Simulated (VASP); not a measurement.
AgRh: equation of state with PBE

Crystal: AgRh.

```
CELL_PARAMETERS angstrom
2.76949 0.00000 0.00000
-1.38475 2.39845 0.00000
0.00000 0.00000 4.76185
ATOMIC_POSITIONS crystal
Ag 0.00000 0.00000 0.50000
Rh 0.66667 0.33333 0.00000
```

The cell comes from a database or a generator and needn't be the stable form of this composition.

```
Program                : VASP 6.6.1
Task                   : equation of state
Functional             : PBE
Potentials or basis    : VASP PAW PBE potentials, release 64 (Ag, Rh_pv)
Cutoff                 : 520 eV
k mesh                 : 10 × 10 × 6
Occupations            : fermi-dirac, width 0.05 eV
Spin                   : no spin polarisation
Ladder                 : gaps
Further INCAR settings : ALGO = Normal; EDIFF = 1e-06
```

| Item | Value |
| --- | --- |
| Equilibrium volume | 15.84 Å³/atom |
| Bulk modulus at fixed shape and positions | 156 GPa |
| Pressure derivative of the bulk modulus | 5.5 (rough: it moves with the points fitted) |

Energy against volume, from the lowest point:
| volume (Å³/atom) | energy (meV/atom) |
| --- | --- |
| 15.183 | 14.46 |
| 15.499 | 3.69 |
| 15.815 | 0.00 |
| 16.132 | 2.52 |
| 16.448 | 10.51 |

All runs of the series together: 100 s on 1 thread of Intel(R) Xeon(R) Platinum 8488C (Sapphire Rapids), with other jobs on the host.

Caveat: the cell was scaled at fixed shape and fractional positions, which overstates the stiffness of a crystal with free parameters, most of all of layers and chains.
